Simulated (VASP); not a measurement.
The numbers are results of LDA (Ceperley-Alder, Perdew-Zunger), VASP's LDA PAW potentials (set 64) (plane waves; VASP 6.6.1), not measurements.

A VASP calculation is set up with these files.

POSCAR:
```
SnSe2
1
    1.8635872744    -3.2278280499     0.0000000000
    1.8635872744     3.2278280499     0.0000000000
    0.0000000000    -0.0000000000     5.7885316744
Sn Se
1 2
Direct
  0.0000000000   0.0000000000   0.0000000000
  0.3333330000   0.6666670000   0.2666409896
  0.6666670000   0.3333330000   0.7333590104
```

### KPOINTS
```
Automatic mesh
0
Gamma
7 7 4
0 0 0
```

INCAR:
```
SYSTEM = SnSe2
PREC = Accurate
ENCUT = 520
EDIFF = 1E-7
NELM = 100
ALGO = Normal
LREAL = .FALSE.
LASPH = .TRUE.
ISMEAR = 0
SIGMA = 0.05
LMAXMIX = 4
LWAVE = .FALSE.
LCHARG = .FALSE.
ISIF = 4
IBRION = 2
NSW = 30
EDIFFG = -0.01
```

POTCAR, in this order: Sn_d Se (LDA.64 set). Program: vasp_std.

Predict the energy per atom (σ→0).

- energy per atom (σ→0) = -4.586 eV/atom

File OSZICAR:
```
...
   7 F= -.13759241E+02 E0= -.13759209E+02  d E =-.114482E-01
       N       E                     dE             d eps       ncg     rms          rms(c)
DAV:   1    -0.137592559771E+02   -0.15194E-04   -0.25091E-02   952   0.757E-01    0.508E-02
DAV:   2    -0.137593652947E+02   -0.10932E-03   -0.12981E-03  1230   0.214E-01    0.137E-02
DAV:   3    -0.137593612744E+02    0.40203E-05   -0.15086E-05  1105   0.331E-02    0.963E-03
DAV:   4    -0.137593602460E+02    0.10284E-05   -0.43889E-06  1209   0.173E-02    0.385E-03
DAV:   5    -0.137593601501E+02    0.95972E-07   -0.69559E-07  1247   0.865E-03
   8 F= -.13759360E+02 E0= -.13759318E+02  d E =-.119416E-03
```

The compound is SnSe2 in the 1T layered structure. This cell is one point of a volume scan, at 0.94 of the reference volume. Symmetry was kept, so distortions that lower it aren't found.
